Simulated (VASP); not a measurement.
```
CdSe
1.0
    0.00000     3.08550     3.08550
    3.08550     0.00000     3.08550
    3.08550     3.08550     0.00000
Cd Se
1 1
Direct
  0.00000   0.00000   0.00000
  0.25000   0.25000   0.25000
```

The base run (VASP): PBE GGA, plane waves, VASP's PBE PAW potentials (set 64). Settings: 400 eV cut-off, 7×7×7 Γ-centred mesh, Gaussian smearing of 0.050 eV, potentials Cd Se.

One setting is varied; ΔE counts from the base run. The base run took about 20 core-seconds. The timings are rough (shared machines, no repeats); factors under 2 mean little.

```
setting                               cost over the base run  electronic steps  ΔE (meV/atom)
------------------------------------  ----------------------  ----------------  -------------
AMIX = 0.2, BMIX = 1.0, IMIX = 4        within a factor of 2                13            0.0
base run                                           reference                13            0.0
AMIX = 0.2, BMIX = 1.0, IMIX = 1        within a factor of 2                34            0.0
AMIX = 0.05, BMIX = 0.0001, IMIX = 1           about 3 times                52            0.0
AMIX = 0.1, BMIX = 1.0, IMIX = 1               about 3 times                58            0.0
```

Left out are runs that failed, have no time on record or changed the cell.

The compound is CdSe in the zinc blende structure, whereas wurtzite is the usual form. The cell was not relaxed at this level.
